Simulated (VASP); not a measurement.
Input of a VASP 6.6.1 run:

INCAR

```
SYSTEM = Si2Mo
PREC     = Accurate       ! precision mode
ENCUT    = 520            ! plane-wave cutoff, eV
EDIFF    = 1E-6           ! SCF threshold, eV
ISMEAR   = 0              ! smearing method
SIGMA    = 0.1            ! smearing width, eV
LREAL    = .FALSE.        ! projectors in reciprocal space
LASPH    = .TRUE.         ! aspherical terms in the spheres
NELM     = 100            ! most SCF steps
ALGO     = Fast           ! electronic algorithm
ISIF     = 2              ! what is computed and relaxed
LWAVE    = .FALSE.        ! write WAVECAR
LCHARG   = .FALSE.        ! write CHGCAR
GGA      = PE             ! functional
NBANDS   = 18             ! bands
```

The input KPOINTS:

```
Automatic mesh
0
G
  8 8 8
  0 0 0
```

POSCAR

```
Si2Mo
1.0
   -1.6085980756      1.6085980756      3.9358949449
    1.6085980756     -1.6085980756      3.9358949449
    1.6085980756      1.6085980756     -3.9358949449
Si Mo
2 1
Direct
    0.6647805408      0.6647805408      0.0000000000
    0.3352194592      0.3352194592      0.0000000000
    0.0000000000      0.0000000000      0.0000000000
```

Potentials or basis: VASP PAW PBE potentials, release 64 (Si, Mo_sv).

The run is started by

```console
$ cat potpaw_PBE.64/Si/POTCAR potpaw_PBE.64/Mo_sv/POTCAR > POTCAR
$ mpirun -np 1 vasp_std > vasp.out
```

Question: Predict the pressure.

Answer: 0.1 GPa.

Question: Predict the band gap on the k mesh.

Answer: None (metal or under the smearing width).

Stress tensor (GPa, compression positive):
```
0.18 0.00 0.00
0.00 0.18 0.00
0.00 0.00 0.07
```
